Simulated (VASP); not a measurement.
Method: PBEsol GGA, VASP's PBE PAW potentials (set 64) (plane waves; VASP 6.6.1).

VASP ran on this input.

### POSCAR
```
CdSe
1.0
  0.0000000000   3.0396860784   3.0396860784
  3.0396860784   0.0000000000   3.0396860784
  3.0396860784   3.0396860784   0.0000000000
Cd Se
1 1
Direct
  0.0000000000   0.0000000000   0.0000000000
  0.2500000000   0.2500000000   0.2500000000
```

### KPOINTS
```
kpoints
0
G
  8 8 8
```

### INCAR
```
ALGO=Normal
EDIFF=1E-7
ENCUT=400
GGA=PS
ISIF=2
ISMEAR=-5
LASPH=.True.
LCHARG=.True.
LMAXMIX=4
LORBIT=11
LREAL=.False.
LWAVE=.False.
NEDOS=601
NELM=100
PREC=Accurate
SYSTEM=CdSe
```

POTCAR, in this order: Cd Se (PBE.64 set). Program: vasp_std.

Output of the run:

File OSZICAR:
```
       N       E                     dE             d eps       ncg     rms          rms(c)
DAV:   1     0.921786644442E+02    0.92179E+02   -0.76142E+03   754   0.996E+02
DAV:   2    -0.292833678890E+01   -0.95107E+02   -0.91921E+02   869   0.266E+02
DAV:   3    -0.653846129549E+01   -0.36101E+01   -0.36030E+01   874   0.549E+01
DAV:   4    -0.655496822096E+01   -0.16507E-01   -0.16506E-01   864   0.363E+00
DAV:   5    -0.655506930502E+01   -0.10108E-03   -0.10108E-03   844   0.257E-01    0.631E+00
DAV:   6    -0.619968762888E+01    0.35538E+00   -0.70747E-01  1026   0.120E+01    0.497E+00
DAV:   7    -0.617641913246E+01    0.23268E-01   -0.14721E-01   824   0.304E+00    0.223E+00
DAV:   8    -0.617506905523E+01    0.13501E-02   -0.15202E-02   804   0.186E+00    0.221E-01
DAV:   9    -0.617492742123E+01    0.14163E-03   -0.20795E-03   864   0.711E-01    0.507E-02
DAV:  10    -0.617493963096E+01   -0.12210E-04   -0.21601E-04   799   0.226E-01    0.386E-02
DAV:  11    -0.617496330595E+01   -0.23675E-04   -0.46836E-05   784   0.612E-02    0.155E-02
DAV:  12    -0.617496249293E+01    0.81302E-06   -0.53597E-06   864   0.359E-02    0.498E-03
DAV:  13    -0.617496278416E+01   -0.29123E-06   -0.10437E-06   779   0.825E-03    0.304E-03
DAV:  14    -0.617496276407E+01    0.20093E-07   -0.70710E-08   517   0.249E-03
   1 F= -.61749628E+01 E0= -.61749628E+01  d E =0.000000E+00
```

**OUTCAR**
```
------------------------ aborting loop because EDIFF is reached ----------------------------------------
  FORCE on cell =-STRESS in cart. coord.  units (eV):
  Direction    XX          YY          ZZ          XY          YZ          ZX
  --------------------------------------------------------------------------------------
  Total        0.0057807      0.0057807      0.0057807      0.0000000      0.0000000     -0.0000000
  in kB        0.1648819      0.1648819      0.1648819      0.0000000      0.0000000     -0.0000000
  external PRESSURE =       0.1648819 kB  Pullay stress =       0.0000000 kB
  volume of cell :       56.17
      direct lattice vectors                 reciprocal lattice vectors
     0.000000000  3.039686078  3.039686078    -0.164490670  0.164490670  0.164490670
     3.039686078  0.000000000  3.039686078     0.164490670 -0.164490670  0.164490670
     3.039686078  3.039686078  0.000000000     0.164490670  0.164490670 -0.164490670
  FREE ENERGIE OF THE ION-ELECTRON SYSTEM (eV)
  ---------------------------------------------------
  free  energy   TOTEN  =        -6.1749627641 eV

  energy  without entropy=       -6.1749627641  energy(sigma->0) =       -6.17496276

 total charge

# of ion       s       p       d       tot
------------------------------------------
    1        0.450   0.319   9.546  10.315
    2        1.446   2.378   0.023   3.846
--------------------------------------------------
tot          1.895   2.697   9.569  14.161
```
(Selected blocks of OUTCAR.)

The compound is CdSe in the zinc blende structure, whereas wurtzite is the usual form. It was relaxed first.
